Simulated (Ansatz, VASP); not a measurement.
# Hf7Si (Hf(0001)-(2x1)-Si surface alloy) in two plane-wave programs

One calculation is typed for both programs; each brings its own data sets. How far apart do they land? Of the first pair: The structure shown is the start of the Ansatz relaxation below; VASP solves that cell, so the two are compared at the walk's first step.

Calculated with Ansatz 0.2.0; plane waves, with VASP 6.6.1 beside it; PBE.

**1. The starting structure**

The cell holds 8 atoms: 7 Hf and 1 Si. Its edges and angles: a = 6.400 Å, b = 3.200 Å, c = 24.894 Å, α = 90.0°, β = 90.0°, γ = 60.0°. Vacuum lies along c.

**2. Ansatz: relaxation, PBE**

Ansatz runs on its default PAW (the set named soft_2) files.

The two programs are compared at the cell with which this relaxation starts, whose forces are those of its first step.

input.yaml

```yaml
crystal:
  lattice:
    - [6.4, 0.0, 0.0]
    - [1.6, 2.7712812921, 0.0]
    - [0.0, 0.0, 24.8936]
  atoms:
    - { symbol: Hf, position: [0.33333333, 0.66666667, 0.3414532249] }
    - { symbol: Hf, position: [0.83333333, 0.66666667, 0.3414532249] }
    - { symbol: Hf, position: [0.0, 0.0, 0.4431339782] }
    - { symbol: Hf, position: [0.5, 0.0, 0.4431339782] }
    - { symbol: Hf, position: [0.33333333, 0.66666667, 0.5448147315] }
    - { symbol: Hf, position: [0.83333333, 0.66666667, 0.5448147315] }
    - { symbol: Hf, position: [0.0, 0.0, 0.6464954848] }
    - { symbol: Si, position: [0.5, 0.0, 0.6585467751] }
kpoints:
  mp_grid: { grid: [5, 10, 1] }
hamiltonian:
  xc: pbe
scf:
  occupations: { method: fermi_dirac, width: 0.1 }
  convergence: { dr2_threshold: 1.0e-08 }
efield:
  axis: 3
  dipole_correction: true
  ramp_position: 0.97
  ramp_width: 0.06
relax:
  f_tol: 0.015
  max_steps: 90
  constraints: [{ sites: [0, 1, 2, 3] }]
output:
  write_potential: true
  write_density: true
  volumetric_format: npy
```

Command:

```bash
> ansatz run input.yaml --threads 4 --pin off --max-ram 6144MiB --backend cpu --events-out ev --progress --plain --runs-dir out
```

Numbers of over 12 decimals in the logs are rounded to 6 here.

What it wrote:

```text
Engine: ansatz 0.2.0, aarch64-unknown-linux-gnu
Pseudopotentials: kind: paw
Pseudopotential: Hf, paw, valence charge 26, recommended cutoff 420 eV (normal), Hf.paw.azcp
Pseudopotential: Si, paw, valence charge 4, recommended cutoff 420 eV (normal), Si.paw.azcp
Functional definition: PBE
  parameter kappa = 0.804
  parameter beta = 0.066725
  exchange = pbe_x(kappa = kappa, mu = beta*pi^2/3)
  correlation = pbe_c(beta = beta)
Crystal: 8 atoms, lattice volume = 441.518 Å³
Basis set: ecut = 420 eV, 8707 PW (Γ), exchange–correlation on 90×48×360 points (8 copies of the dense FFT grid, shifted against one another)
Bands: 112, of which v1, the nominal top of the filled ones, is band 93 counted from 1 (92 counted from 0)
Symmetry: 2 space group operations
Space group: Pm (ITA 6), of the structure as read, at distance tolerance 7.6e-5 Å
k-points: 18 of 50 (time reversal used)
Non-local potential: Hf, projectors of the file, l = 0: 3, l = 1: 2, l = 2: 2, l = 3: 3
Non-local potential: Si, projectors of the file, l = 0: 2, l = 1: 2, l = 2: 2
PAW form: soft (Blöchl's): semilocal exchange-correlation on the pseudo side does not see the compensation charge
PAW one-centre angular grid: Hf, 590 points (default); XC on 64 Gauss nodes
PAW one-centre angular grid: Si, 110 points (default); XC on 64 Gauss nodes
Initial density: superposition of atomic densities (neutral atoms: chi_scale 0, normalization atom), corrected by the library's trained network
Initial wavefunctions: pseudopotential atomic-orbital guess
Functional: x = pbe(κ = 0.804, μ = 0.219515), c = pbe(β = 0.066725)
SCF iter   1: F=—  HF=-110682.005180 eV  |F-HF|=—  |Δ(HF+E_count)|=         —  Δρ=6.50e-3  dr2=4.35e0  ethr=1.77e-3  p=-0.042 e·Å  D=-1.74e-2 V/Å  ΔV_dip=0.43 eV  dr2_dipole=7.16e-1  V_vac-E_F(+/−)=4.84/4.41 eV  ⟨swp⟩=6.1  Hψ=6845  notcnv=0  defer=5
efield: sawtooth ramp at fractional position 0.9700 (set: `efield.ramp_position`, or a place that a band, a saddle search or an elastic batch's reference lends), width 0.0600; the density the first Hamiltonian is built on has a dipole p = -0.042 e·Å; the dipole correction subtracts the counter field D = -1.74e-2 V/Å, which shifts the + side's vacuum level by +0.43 eV against the − side's; the planar-averaged density in the ramp window peaks in size at 4.8e-5 e/Å³
preconditioner: auto → LDOS  [metal: Δε(μ)=0.032 eV  Ē_g=16.693 eV  σ=0.100 eV  W_gap=0.08  n_scr=104 (ndim 8)  ℏωp=23.2 eV  f_vac=0.538  D(μ)=10.05/eV (n_scr^D=52)  β→1.0]
SCF iter   2: F=—  HF=-110681.859080 eV  |F-HF|=—  |Δ(HF+E_count)|=   1.46e-1  Δρ=2.65e-3  dr2=2.44e-1  ethr=1.77e-3  p=0.030 e·Å  D=1.25e-2 V/Å  ΔV_dip=-0.31 eV  dr2_dipole=2.29e-2  V_vac-E_F(+/−)=4.06/4.37 eV  ⟨swp⟩=2.6  Hψ=2580  notcnv=0  defer=17
SCF iter   3: F=—  HF=-110681.847697 eV  |F-HF|=—  |Δ(HF+E_count)|=   1.14e-2  Δρ=1.28e-3  dr2=2.50e-2  ethr=1.31e-4  p=0.018 e·Å  D=7.37e-3 V/Å  ΔV_dip=-0.18 eV  dr2_dipole=2.00e-4  V_vac-E_F(+/−)=4.21/4.39 eV  ⟨swp⟩=2.0  Hψ=3866  notcnv=0  defer=17
SCF iter   4: F=—  HF=-110681.845180 eV  |F-HF|=—  |Δ(HF+E_count)|=   2.52e-3  Δρ=2.49e-4  dr2=8.10e-4  ethr=1.35e-5  p=0.020 e·Å  D=8.33e-3 V/Å  ΔV_dip=-0.21 eV  dr2_dipole=1.45e-7  V_vac-E_F(+/−)=4.17/4.38 eV  ⟨swp⟩=2.1  Hψ=3575  notcnv=0  defer=17
SCF iter   5: F=—  HF=-110681.845256 eV  |F-HF|=—  |Δ(HF+E_count)|=   7.59e-5  Δρ=1.16e-4  dr2=1.06e-4  ethr=4.35e-7  p=0.021 e·Å  D=8.76e-3 V/Å  ΔV_dip=-0.22 eV  dr2_dipole=2.08e-6  V_vac-E_F(+/−)=4.16/4.38 eV  ⟨swp⟩=2.0  Hψ=3585  notcnv=0  defer=17
SCF iter   6: F=—  HF=-110681.845216 eV  |F-HF|=—  |Δ(HF+E_count)|=   4.00e-5  Δρ=3.47e-5  dr2=9.95e-6  ethr=5.69e-8  p=0.021 e·Å  D=8.78e-3 V/Å  ΔV_dip=-0.22 eV  dr2_dipole=7.42e-7  V_vac-E_F(+/−)=4.16/4.38 eV  ⟨swp⟩=2.0  Hψ=3621  notcnv=0  defer=17
SCF iter   7: F=—  HF=-110681.845166 eV  |F-HF|=—  |Δ(HF+E_count)|=   4.98e-5  Δρ=1.28e-5  dr2=9.95e-7  ethr=5.35e-9  p=0.021 e·Å  D=8.79e-3 V/Å  ΔV_dip=-0.22 eV  dr2_dipole=7.07e-8  V_vac-E_F(+/−)=4.16/4.38 eV  ⟨swp⟩=3.1  Hψ=4660  notcnv=0  defer=17
SCF iter   8: F=—  HF=-110681.845167 eV  |F-HF|=—  |Δ(HF+E_count)|=   9.32e-7  Δρ=5.39e-6  dr2=2.73e-7  ethr=5.35e-10  p=0.022 e·Å  D=8.81e-3 V/Å  ΔV_dip=-0.22 eV  dr2_dipole=2.75e-8  V_vac-E_F(+/−)=4.16/4.38 eV  ⟨swp⟩=2.1  Hψ=3607  notcnv=0  defer=17
SCF iter   9: F=—  HF=-110681.845167 eV  |F-HF|=—  |Δ(HF+E_count)|=   1.01e-7  Δρ=1.67e-6  dr2=4.76e-8  ethr=1.47e-10  p=0.022 e·Å  D=8.82e-3 V/Å  ΔV_dip=-0.22 eV  dr2_dipole=1.17e-8  V_vac-E_F(+/−)=4.16/4.38 eV  ⟨swp⟩=2.0  Hψ=3587  notcnv=0  defer=17
SCF iter  10: F=-110681.845167 eV  HF=-110681.845167 eV  |F-HF|=3.00e-9  |Δ(HF+E_count)|=   2.87e-8  Δρ=7.44e-7  dr2=7.04e-9  ethr=5.38e-12  p=0.022 e·Å  D=8.82e-3 V/Å  ΔV_dip=-0.22 eV  dr2_dipole=3.47e-9  V_vac-E_F(+/−)=4.16/4.38 eV  ⟨swp⟩=10.6  Hψ=15724  notcnv=0
SCF 1 converged in 10 iterations: F = -110681.845167 eV  dr2 = 7.04e-9
[...]
WARN: The output density's exchange-correlation potential varies sharply where the density is thin. Do not read a vacuum level from v_tot or v_xc, or from such a field of the output density. On a cell that repeats whose density bears no net charge and no dipole along the vacuum's axis use v_es (v_loc + v_h of the components); under efield.dipole_correction with no amplitude use v_es + v_field, which holds any externa [...]
SCF converged after 9 iterations
Free energy (F): -110682.303160 eV
Harris-Foulkes:  -110682.303160 eV  (|F-HF|=2.36e-9)
Internal energy: -110681.942277 eV  (E = F + TS)
E sigma→0 (E₀):  -110682.122719 eV
Entropy (-TS):   -0.360883 eV (-45.110 meV/atom)
Fermi energy:    4.945189 eV
Dipole field:    D = 0.017837 V/Å  (p = 0.043521 e·Å, saw-weighted, corrected)
Work function:   Φ+ = 3.9228 eV   Φ− = 4.3668 eV
Levels:          The Fermi level and band energies are counted from a zero that moves with the ramp; work functions are not
--- Per-component energies (eV) ---
  E_band       = -2475.805967
  E_kinetic    = 2996.960610
  E_local      = -328545.590901  (includes V_loc(G=0)·N_el)
  E_nonlocal   = -8686.585702
  E_hartree    = 161850.431164
  E_xc         = -2149.128378
  E_vxc        = -1900.902217  (∫ρ·V_xc dr)
  E_paw        = -49004.115387  (= ΣΔE_a)
  E_vpaw       = 9957.441456  (= ΣTr[D̂ρ^β])
  E_aug_tail   = -0.000002  (compensation charges beyond the density's cutoff)
  E_efield     = 0.000388  (sawtooth field / dipole correction)
  E_vefield    = 1.993866  (∫n·V_field dr)
  E_ewald      = 112856.085930
  E_smearing   = -0.360883  (= −TS)
  E_closure    = -0.000000  (closes the sum)
  Σ components = -110682.303160   (vs F -110682.303160, Δ=0.00e0)
--- Forces (eV/Å), atoms counted from 1 ---
  atom   1  Hf     0.04224874    -0.02439232     0.64585173
  atom   2  Hf    -0.01115546     0.00644061     0.54192278
  atom   3  Hf     0.24488694    -0.14138554    -0.94716679
  atom   4  Hf    -0.27571627     0.15918486    -0.23817758
  atom   5  Hf    -0.00593660     0.00342750     0.00567872
  atom   6  Hf     0.00798230    -0.00460858    -0.00211904
  atom   7  Hf     0.00816663    -0.00471500    -0.00191534
  atom   8  Si    -0.01046895     0.00604425    -0.00405098
  max |Σ_I F_I| component: 2.35e-5 eV/Å
--- Band table (eV; the first three rows and the last of 18) ---
  k-point 0: bands = [... 89 lower, 4.8841, 5.1242, 5.2674, 5.3696, 5.6877, 5.9753, 6.0367, 6.1253, ... 15 higher]
  k-point 1: bands = [... 89 lower, 4.7888, 5.0065, 5.0779, 5.2212, 5.4693, 5.6718, 5.7932, 5.8410, ... 15 higher]
  k-point 2: bands = [... 89 lower, 4.4130, 4.5141, 4.6977, 4.8209, 5.0132, 5.1184, 5.4217, 5.4885, ... 15 higher]
  k-point 17: bands = [... 89 lower, 4.2967, 4.5160, 4.5728, 4.7210, 4.8774, 5.3389, 5.3703, 5.6704, ... 15 higher]
--- Relaxed structure (10 steps of the walk, 9 accepted, 0 SCFs on fresh bases) ---
  F+E_penalty+E_count = -110682.30316044 eV   max|allowed force component| = 1.047e-2 eV/Å
  atoms:
    - { symbol: Hf, position: [0.33333333, 0.666667, 0.341453] }
    - { symbol: Hf, position: [0.833333, 0.66666667, 0.341453] }
    - { symbol: Hf, position: [0.0, 0.0, 0.443134] }
    - { symbol: Hf, position: [0.5, 0, 0.443134] }
    - { symbol: Hf, position: [0.335170, 0.664830, 0.551760] }
    - { symbol: Hf, position: [0.836975, 0.663025, 0.543408] }
    - { symbol: Hf, position: [-0.049595, 0.049595, 0.641883] }
    - { symbol: Si, position: [0.526054, -0.026054, 0.637339] }
```

**3. VASP: single point, PBE, start cell, pair 1**

The same cell, functional, mesh and smearing now go to VASP, with its own data sets.

Lines of VASP's logs that name or quote its potential files are left out, and so is its time.

INCAR

```
SYSTEM = Hf7Si
PREC = Accurate
ENCUT = 400
EDIFF = 1E-06
NELM = 120
ISMEAR = -1
SIGMA = 0.1
LREAL = .FALSE.
ALGO = Normal
GGA = PE
NBANDS = 45
LASPH = .TRUE.
LORBIT = 11
LWAVE = .FALSE.
LCHARG = .FALSE.
ISIF = 2
LDIPOL = .TRUE.
IDIPOL = 3
DIPOL = 0.5 0.5 0.495
LVHAR = .TRUE.
GGA_COMPAT = .FALSE.
NELMDL = -8
KPAR = 2
```

POSCAR

```
Hf7Si
1.0
    6.4000000000      0.0000000000      0.0000000000
    1.6000000000      2.7712812921      0.0000000000
    0.0000000000      0.0000000000     24.8936000000
Hf Si
7 1
Direct
    0.3333333208      0.6666666792      0.3414532249
    0.8333333208      0.6666666792      0.3414532249
    0.0000000000      0.0000000000      0.4431339782
    0.5000000000      0.0000000000      0.4431339782
    0.3333333208      0.6666666792      0.5448147315
    0.8333333208      0.6666666792      0.5448147315
    0.0000000000      0.0000000000      0.6464954848
    0.5000000000      0.0000000000      0.6585467751
```

KPOINTS

```
Automatic mesh
0
Gamma
5 10 1
0 0 0
```

The projector-augmented-wave data sets are Hf_pv and Si (PBE family, release 64).

Command:

```bash
> mpirun -np 2 vasp_std
```

What it wrote:

```text
[banner, memory and clock lines left out]
running    2 mpi-ranks, on    1 nodes
 distrk:  each k-point on    1 cores,    2 groups
 distr:  one band on    1 cores,    1 groups

 POSCAR found type information on POSCAR HfSi
 POSCAR found :  2 types and       8 ions
 LDA part: xc-table for (Slater+PW92), standard interpolation
 POSCAR, INCAR and KPOINTS ok, starting setup
 FFT: planning ... GRIDC
 FFT: planning ... GRID_SOFT
 FFT: planning ... GRID
 WAVECAR not read
 entering main loop
       N       E                     dE             d eps       ncg     rms          rms(c)
DAV:   1     0.276293305693E+03    0.27629E+03   -0.35874E+04  2188   0.112E+03
DAV:   2    -0.514412998754E+02   -0.32773E+03   -0.32027E+03  1892   0.278E+02
DAV:   3    -0.757886958748E+02   -0.24347E+02   -0.23517E+02  2171   0.540E+01
DAV:   4    -0.771707739986E+02   -0.13821E+01   -0.13396E+01  2368   0.110E+01
DAV:   5    -0.772269014991E+02   -0.56128E-01   -0.55189E-01  2267   0.200E+00
DAV:   6    -0.772308462160E+02   -0.39447E-02   -0.39132E-02  2376   0.442E-01
DAV:   7    -0.772310431669E+02   -0.19695E-03   -0.19589E-03  2286   0.965E-02
DAV:   8    -0.772310601417E+02   -0.16975E-04   -0.16887E-04  2320   0.212E-02    0.118E+02
DAV:   9    -0.822952408612E+02   -0.50642E+01   -0.89195E+01  2290   0.275E+01    0.659E+01
DAV:  10    -0.176162461184E+03   -0.93867E+02   -0.13302E+03  2466   0.658E+01    0.712E+01
DAV:  11    -0.152711119926E+03    0.23451E+02   -0.18697E+03  2330   0.641E+01    0.725E+01
DAV:  12    -0.841696291874E+02    0.68541E+02   -0.41493E+02  2270   0.391E+01    0.594E+01
DAV:  13    -0.765196680382E+02    0.76500E+01   -0.79148E+01  2248   0.182E+01    0.429E+01
DAV:  14    -0.751516023411E+02    0.13681E+01   -0.13007E+01  2168   0.862E+00    0.348E+01
[...]
DAV:  75    -0.713775221515E+02   -0.12106E-04   -0.19911E-06  1297   0.393E-03    0.107E-02
DAV:  76    -0.713775329209E+02   -0.10769E-04   -0.13748E-06  1147   0.422E-03    0.101E-02
DAV:  77    -0.713775376296E+02   -0.47087E-05   -0.57958E-07  1136   0.269E-03    0.663E-03
DAV:  78    -0.713775404383E+02   -0.28086E-05   -0.17658E-07   961   0.185E-03    0.641E-03
DAV:  79    -0.713775439561E+02   -0.35179E-05   -0.16433E-07  1000   0.115E-03    0.288E-03
DAV:  80    -0.713775460147E+02   -0.20586E-05   -0.60744E-08   920   0.831E-04    0.226E-03
DAV:  81    -0.713775477407E+02   -0.17260E-05   -0.51682E-08   918   0.565E-04    0.207E-03
DAV:  82    -0.713775485594E+02   -0.81871E-06   -0.25779E-08   885   0.416E-04
   1 F= -.71377549E+02 E0= -.71208953E+02  d E =-.337190E+00
```

OUTCAR, selected parts (step 3):

```text
ion  position               nearest neighbor table
   1  0.333  0.667  0.341-   3 3.13   4 3.13   4 3.13   2 3.20   2 3.20   2 3.20   2 3.20
   2  0.833  0.667  0.341-   4 3.13   3 3.13   3 3.13   1 3.20   1 3.20   1 3.20   1 3.20
   3  0.000  0.000  0.443-   5 3.13   1 3.13   6 3.13   2 3.13   6 3.13   2 3.13   4 3.20   4 3.20
                             4 3.20   4 3.20
   4  0.500  0.000  0.443-   6 3.13   2 3.13   5 3.13   1 3.13   5 3.13   1 3.13   3 3.20   3 3.20
                             3 3.20   3 3.20
   5  0.333  0.667  0.545-   3 3.13   7 3.13   4 3.13   4 3.13   6 3.20   6 3.20   6 3.20   6 3.20
                             8 3.38   8 3.38
   6  0.833  0.667  0.545-   4 3.13   3 3.13   7 3.13   3 3.13   7 3.13   5 3.20   5 3.20   5 3.20
                             5 3.20   8 3.38
   7  0.000  0.000  0.646-   5 3.13   6 3.13   6 3.13   8 3.21   8 3.21   8 3.21   8 3.21
   8  0.500  0.000  0.659-   7 3.21   7 3.21   7 3.21   7 3.21   6 3.38   5 3.38   5 3.38

  LATTYP: Found a simple orthorhombic cell.
 ALAT       =     3.2000000000
 B/A-ratio  =     1.7320508076
 C/A-ratio  =     7.7792500000

 Subroutine GETGRP returns: Found  2 space group operations
 (whereof  2 operations were pure point group operations)

The static configuration has the point symmetry C_1h.

 Found     18 irreducible k-points:

   k-points           NKPTS =     18   k-points in BZ     NKDIM =     18   number of bands    NBANDS=     45

   dimension x,y,z NGX =    42 NGY =   24 NGZ =  162
   dimension x,y,z NGXF=    84 NGYF=   48 NGZF=  324

   ENCUT  =  400.0 eV  29.40 Ry    5.42 a.u.  10.44  5.22 40.60*2*pi/ulx,y,z

   NELECT =      74.0000    total number of electrons

 k-points in reciprocal lattice and weights: Automatic mesh
   0.00000000  0.00000000  0.00000000       0.020
   0.20000000 -0.00000000  0.00000000       0.040
   0.40000000 -0.00000000  0.00000000       0.040
   0.00000000  0.10000000  0.00000000       0.080
   0.40000000  0.10000000  0.00000000       0.080
  -0.40000000  0.10000000  0.00000000       0.040
   0.00000000  0.20000000  0.00000000       0.080
   0.20000000  0.20000000  0.00000000       0.040
  -0.40000000  0.20000000  0.00000000       0.080
[...]
0.20000000  0.50000000  0.00000000       0.040
   0.40000000  0.50000000  0.00000000       0.040

 dipolmoment           0.000000      0.000000     -0.021310 electrons x Angstroem

 average (electrostatic) potential at core
       1 -43.1001       2 -43.1030       3 -42.6065       4 -42.6386       5 -42.8434
       6 -42.6727       7 -43.6575       8 -90.0747

 E-fermi :  -0.4456

 k-point     1 :       0.0000    0.0000    0.0000
  band No.  band energies     occupation
    ...
     31      -1.9123      2.00000
     32      -1.7223      1.99999
     33      -1.3834      1.99983
     34      -0.8942      1.97772
     35      -0.4509      1.02635
     36      -0.1061      0.06488
     37       0.0196      0.01889
     38       0.1701      0.00423
     39       0.6711      0.00003
     40       0.7574      0.00001
    ...

 k-point     2 :       0.2000   -0.0000    0.0000
  band No.  band energies     occupation
    ...
     31      -1.8066      2.00000
     32      -1.4616      1.99992
     33      -1.3182      1.99968
     34      -0.8116      1.94980
     35      -0.4408      0.97564
     36      -0.2720      0.29960
     37      -0.2060      0.16690
     38       0.1694      0.00426
     39       0.3411      0.00077
     40       0.5696      0.00008
    ...

 k-point     3 :       0.4000   -0.0000    0.0000
  band No.  band energies     occupation
    ...
     33      -1.1525      1.99830
     34      -0.9172      1.98224
     35      -0.8043      1.94610
     36      -0.5325      1.40896
     37      -0.3675      0.62813
     38      -0.3256      0.46283
     39       0.2090      0.00287
     40       0.2489      0.00193
     41       0.3652      0.00060
     42       0.5268      0.00012
    ...

  Total      -10.9660732     -9.9023231     -6.6396982      0.9212346      0.1462132     -0.2532490
  in kB      -39.7936186    -35.9334888    -24.0940957      3.3429704      0.5305775     -0.9189884
  external PRESSURE =     -33.2737344 kB  Pullay stress =       0.0000000 kB

  energy-cutoff  :      400.00
  volume of cell :      441.52
      direct lattice vectors                 reciprocal lattice vectors
     6.400000000  0.000000000  0.000000000     0.156250000 -0.090210980  0.000000000
     1.600000000  2.771281292  0.000000000     0.000000000  0.360843918  0.000000000
     0.000000000  0.000000000 24.893600000     0.000000000  0.000000000  0.040170968

 POSITION                                       TOTAL-FORCE (eV/Angst)
 -----------------------------------------------------------------------------------
      3.20000      1.84752      8.50000         0.044104     -0.025464      0.556789
      6.40000      1.84752      8.50000        -0.037276      0.021521      0.556539
      0.00000      0.00000     11.03120         0.048501     -0.028002     -0.746567
      3.20000      0.00000     11.03120        -0.062322      0.035982     -0.287553
      3.20000      1.84752     13.56240        -0.053105      0.030660      0.803465
      6.40000      1.84752     13.56240         0.157386     -0.090867      0.390237
      0.00000      0.00000     16.09360        -0.072360      0.041777     -0.194875
      3.20000      0.00000     16.39360        -0.024928      0.014392     -1.078035
 -----------------------------------------------------------------------------------
    total drift:                               -0.000016      0.000009      0.001324

  FREE ENERGIE OF THE ION-ELECTRON SYSTEM (eV)
  ---------------------------------------------------
  free  energy   TOTEN  =       -71.3775485594 eV

  energy  without entropy=      -71.0403582642  energy(sigma->0) =      -71.20895341

 vacuum level on the upper side and lower side of the slab         3.718         3.936

 total charge
# of ion       s       p       d       tot
------------------------------------------
    1        0.409   6.260   1.489   8.158
    2        0.410   6.260   1.489   8.158
    3        0.390   6.389   1.542   8.320
    4        0.390   6.388   1.531   8.309
    5        0.381   6.332   1.506   8.219
    6        0.385   6.373   1.520   8.278
    7        0.367   6.212   1.411   7.990
    8        0.817   0.673   0.000   1.490
--------------------------------------------------
tot          3.549  44.886  10.487  58.923

[... 3 further parts left out ...]
```

[end of part 1 of 2]

[Lines on the potential files, build, host, timing and source positions are cut from VASP's logs without a mark.]

[Logs are printed without paths, hosts, clocks, repeated set-up lines and the standing remarks that a program may print on its own settings, such as how far it seeks lower states.]

[Hosts, paths, dates, database ids (printed as entryN), source tags and the programs' standing remarks are cut or masked in the printed files.]
